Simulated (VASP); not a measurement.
Method: PBEsol GGA, VASP's PBE PAW potentials (set 64) (plane waves; VASP).

Input for VASP

### INCAR
```
# general
SYSTEM  = NbZr3C4
PREC    = Accurate
ENCUT   = 520   # plane-wave cut-off (eV)
LREAL   = F   # projection in real space or not
LASPH   = T

# electronic loop
EDIFF   = 1E-7
NELM    = 100   # most electronic steps
ALGO    = Normal   # blocked Davidson
LMAXMIX = 4

# smearing
ISMEAR  = -5   # tetrahedra, Bloechl

# functional
GGA     = PS

# ions
ISIF    = 2   # forces and stress, cell fixed

# output
LWAVE   = F
LCHARG  = T
LORBIT  = 11   # lm-projected
NEDOS   = 601   # DOS grid

# other
LEFG    = T
```

**KPOINTS**
```
Regular mesh
0
G
8 8 8
0 0 0
```

POSCAR:
```
NbZr3C4
1
    4.6108933200     0.0000000000     0.0000000000
    0.0000000000     4.6108933200     0.0000000000
    0.0000000000     0.0000000000     4.6108933200
Zr C Nb
3 4 1
Direct
  0.0000000000   0.0000000000   0.0000000000
  0.5000000000   0.5000000000   0.0000000000
  0.5000000000   0.0000000000   0.5000000000
  0.5000000000   0.5000000000   0.5000000000
  0.0000000000   0.0000000000   0.5000000000
  0.0000000000   0.5000000000   0.0000000000
  0.5000000000   0.0000000000   0.0000000000
  0.0000000000   0.5000000000   0.5000000000
```

POTCAR, in this order: Zr_sv C Nb_sv (PBE.64 set). Program: vasp_std.

Output

### OUTCAR
```
 ion  position               nearest neighbor table
   1  0.000  0.000  0.000-   5 2.31   6 2.31   7 2.31   5 2.31   6 2.31   7 2.31   3 3.26   3 3.26
                             8 3.26   2 3.26   2 3.26   8 3.26   8 3.26   2 3.26   3 3.26   8 3.26
   2  0.500  0.500  0.000-   4 2.31   6 2.31   7 2.31   4 2.31   7 2.31   6 2.31   3 3.26   3 3.26
                             8 3.26   1 3.26   3 3.26   1 3.26   3 3.26   1 3.26   8 3.26   8 3.26
   3  0.500  0.000  0.500-   4 2.31   5 2.31   7 2.31   7 2.31   4 2.31   5 2.31   1 3.26   2 3.26
                             2 3.26   2 3.26   1 3.26   8 3.26   2 3.26   1 3.26   8 3.26   8 3.26
   4  0.500  0.500  0.500-   2 2.31   3 2.31   8 2.31   2 2.31   3 2.31   8 2.31
   5  0.000  0.000  0.500-   1 2.31   3 2.31   8 2.31   1 2.31   8 2.31   3 2.31
   6  0.000  0.500  0.000-   1 2.31   2 2.31   8 2.31   8 2.31   1 2.31   2 2.31
   7  0.500  0.000  0.000-   1 2.31   2 2.31   3 2.31   3 2.31   2 2.31   1 2.31
   8  0.000  0.500  0.500-   4 2.31   5 2.31   6 2.31   6 2.31   5 2.31   4 2.31   1 3.26   2 3.26
                             1 3.26   1 3.26   3 3.26   2 3.26   1 3.26   2 3.26   3 3.26   3 3.26
  LATTYP: Found a simple cubic cell.
 ALAT       =     4.6108933200
 Subroutine PRICEL returns:
 Original cell was already a primitive cell.
 Subroutine GETGRP returns: Found 48 space group operations
The static configuration has the point symmetry D_4h.
 The point group associated with its full space group is O_h .
The dynamic configuration has the point symmetry D_4h.
 Subroutine INISYM returns: Found 48 space group operations
 Subroutine IBZKPT returns following result:
 Found     35 irreducible k-points:

 Following reciprocal coordinates:
            Coordinates               Weight
  0.000000  0.000000  0.000000      1.000000
  0.125000  0.000000  0.000000      6.000000
  0.250000  0.000000  0.000000      6.000000
  0.375000  0.000000  0.000000      6.000000
  0.500000  0.000000  0.000000      3.000000
  0.125000  0.125000  0.000000     12.000000
  0.250000  0.125000  0.000000     24.000000
  0.375000  0.125000  0.000000     24.000000
  0.500000  0.125000  0.000000     12.000000
  0.250000  0.250000  0.000000     12.000000
  0.375000  0.250000  0.000000     24.000000
  0.500000  0.250000  0.000000     12.000000
  0.375000  0.375000  0.000000     12.000000
  0.500000  0.375000  0.000000     12.000000
  0.500000  0.500000  0.000000      3.000000
  0.125000  0.125000  0.125000      8.000000
  0.250000  0.125000  0.125000     24.000000
  0.375000  0.125000  0.125000     24.000000
  0.500000  0.125000  0.125000     12.000000
  0.250000  0.250000  0.125000     24.000000
  0.375000  0.250000  0.125000     48.000000
  0.500000  0.250000  0.125000     24.000000
  0.375000  0.375000  0.125000     24.000000
  0.500000  0.375000  0.125000     24.000000
  0.500000  0.500000  0.125000      6.000000
  0.250000  0.250000  0.250000      8.000000
  0.375000  0.250000  0.250000     24.000000
  0.500000  0.250000  0.250000     12.000000
  0.375000  0.375000  0.250000     24.000000
  0.500000  0.375000  0.250000     24.000000
  0.500000  0.500000  0.250000      6.000000
  0.375000  0.375000  0.375000      8.000000
  0.500000  0.375000  0.375000     12.000000
  0.500000  0.500000  0.375000      6.000000
  0.500000  0.500000  0.500000      1.000000
   k-points           NKPTS =     35   k-points in BZ     NKDIM =     35   number of bands    NBANDS=     39
   number of dos      NEDOS =    601   number of ions     NIONS =      8
   total plane-waves  NPLWV =  46656
   dimension x,y,z NGX =    36 NGY =   36 NGZ =   36
   dimension x,y,z NGXF=    72 NGYF=   72 NGZF=   72
   ions per type =               3   4   1
   PREC   = accura    normal or accurate (medium, high low for compatibility)
   ISTART =      0    job   : 0-new  1-cont  2-samecut
   ICHARG =      2    charge: 1-file 2-atom 10-const
   ISPIN  =      1    spin polarized calculation?
   LNONCOLLINEAR =      F non collinear calculations
   LSORBIT =      F    spin-orbit coupling
   INIWAV =      1    electr: 0-lowe 1-rand  2-diag
...
```

**OSZICAR**
```
       N       E                     dE             d eps       ncg     rms          rms(c)
DAV:   1     0.651424148910E+03    0.65142E+03   -0.35005E+04  2730   0.170E+03
DAV:   2    -0.293016407020E+02   -0.68073E+03   -0.65939E+03  3285   0.533E+02
DAV:   3    -0.929943708534E+02   -0.63693E+02   -0.62262E+02  4476   0.132E+02
DAV:   4    -0.972337874322E+02   -0.42394E+01   -0.42200E+01  3990   0.311E+01
DAV:   5    -0.974484089913E+02   -0.21462E+00   -0.21444E+00  4473   0.755E+00    0.448E+01
DAV:   6    -0.839948360304E+02    0.13454E+02   -0.90202E+01  3700   0.384E+01    0.183E+01
DAV:   7    -0.837023437015E+02    0.29249E+00   -0.10110E+01  4111   0.148E+01    0.109E+01
DAV:   8    -0.835902083916E+02    0.11214E+00   -0.10833E+00  4140   0.564E+00    0.435E+00
DAV:   9    -0.835791090437E+02    0.11099E-01   -0.12651E-01  3884   0.195E+00    0.701E-01
DAV:  10    -0.835802877237E+02   -0.11787E-02   -0.29384E-02  3868   0.867E-01    0.345E-01
DAV:  11    -0.835801127340E+02    0.17499E-03   -0.28961E-03  4136   0.375E-01    0.102E-01
DAV:  12    -0.835800661980E+02    0.46536E-04   -0.57200E-04  4388   0.137E-01    0.201E-02
DAV:  13    -0.835800652410E+02    0.95698E-06   -0.25193E-05  3867   0.271E-02    0.114E-02
DAV:  14    -0.835800627623E+02    0.24787E-05   -0.36015E-06  4124   0.124E-02    0.405E-03
DAV:  15    -0.835800635188E+02   -0.75652E-06   -0.48257E-07  2794   0.441E-03    0.173E-03
DAV:  16    -0.835800638129E+02   -0.29411E-06   -0.14261E-07  2252   0.254E-03    0.100E-03
DAV:  17    -0.835800636316E+02    0.18127E-06   -0.32400E-08  2044   0.184E-03    0.404E-04
DAV:  18    -0.835800636218E+02    0.98744E-08   -0.11530E-08  1995   0.798E-04
   1 F= -.83580064E+02 E0= -.83580064E+02  d E =0.000000E+00
```

File OUTCAR:
```
------------------------ aborting loop because EDIFF is reached ----------------------------------------
  FORCE on cell =-STRESS in cart. coord.  units (eV):
  Direction    XX          YY          ZZ          XY          YZ          ZX
  --------------------------------------------------------------------------------------
  Total       -0.0191537     -0.0191537     -0.0191537      0.0000000      0.0000000      0.0000000
  in kB       -0.3130453     -0.3130453     -0.3130453      0.0000000      0.0000000      0.0000000
  external PRESSURE =      -0.3130453 kB  Pullay stress =       0.0000000 kB
  volume of cell :       98.03
      direct lattice vectors                 reciprocal lattice vectors
     4.610893320  0.000000000  0.000000000     0.216877713  0.000000000  0.000000000
     0.000000000  4.610893320  0.000000000     0.000000000  0.216877713  0.000000000
     0.000000000  0.000000000  4.610893320     0.000000000  0.000000000  0.216877713
 POSITION                                       TOTAL-FORCE (eV/Angst)
 -----------------------------------------------------------------------------------
      0.00000      0.00000      0.00000         0.000000      0.000000      0.000000
      2.30545      2.30545      0.00000         0.000000      0.000000      0.000000
      2.30545      0.00000      2.30545         0.000000      0.000000      0.000000
      2.30545      2.30545      2.30545         0.000000      0.000000      0.000000
      0.00000      0.00000      2.30545         0.000000      0.000000      0.000000
      0.00000      2.30545      0.00000         0.000000      0.000000      0.000000
      2.30545      0.00000      0.00000         0.000000      0.000000      0.000000
      0.00000      2.30545      2.30545         0.000000      0.000000      0.000000
 -----------------------------------------------------------------------------------
    total drift:                                0.000000      0.000000      0.000000
  FREE ENERGIE OF THE ION-ELECTRON SYSTEM (eV)
  ---------------------------------------------------
  free  energy   TOTEN  =       -83.5800636218 eV

  energy  without entropy=      -83.5800636218  energy(sigma->0) =      -83.58006362

 total charge

# of ion       s       p       d       tot
------------------------------------------
    1        2.183   6.055   1.712   9.950
    2        2.183   6.055   1.712   9.950
    3        2.183   6.055   1.712   9.950
    4        0.879   1.484   0.000   2.363
    5        0.879   1.484   0.000   2.363
    6        0.879   1.484   0.000   2.363
    7        0.883   1.505   0.000   2.388
    8        2.163   6.064   2.276  10.502
--------------------------------------------------
tot         12.232  30.188   7.410  49.830
```
(Selected blocks of OUTCAR.)

For a metal the tetrahedron method with Blöchl corrections gives inexact stress and forces.

The structure was generated: NbZr3C4 was put into an ordered model structure (Pm-3m), which need not be its known phase. It was relaxed first. The electron count is odd and the run is not spin-polarised, which forces a metal.
